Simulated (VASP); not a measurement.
```xyz
8
Lattice="0.0000 3.0275 3.0275 3.0275 0.0000 3.0275 12.1037 12.1037 0.0063" Properties=species:S:1:pos:R:3 pbc="T T T"
Pb    12.0456    12.0456     0.0644
Pb     3.0081     3.0081     0.0194
Pb     9.0972     9.0972     6.0403
Pb    12.1634    12.1634     6.0016
Se     2.9906     2.9906     3.0643
Se     6.0526     6.0526     3.0299
Se     9.1146     9.1146     2.9954
S     12.1045    12.1045     3.0330
```

The numbers are results of PBEsol GGA, VASP's PBE PAW potentials (set 64) (plane waves; VASP), not measurements. Settings: 400 eV cut-off, Gaussian smearing of 0.050 eV, potentials Pb_d Se S.

Unless said otherwise, spin-orbit coupling is left out, though it shifts the bands of the heavy elements here.

### Question
Predict the band gap (along the path) with the smallest direct gap where there is one.

### Answer

| Item | Value |
|---|---|
| band gap (along the path) | 0.18 eV |
| smallest direct gap (along the path) | 0.18 eV |

The absolute energy has meaning only against runs of the same code, potentials and settings.

The structure was generated: Pb4SSe3 was put into an ordered model structure (R-3m), which need not be its known phase. It was relaxed first.
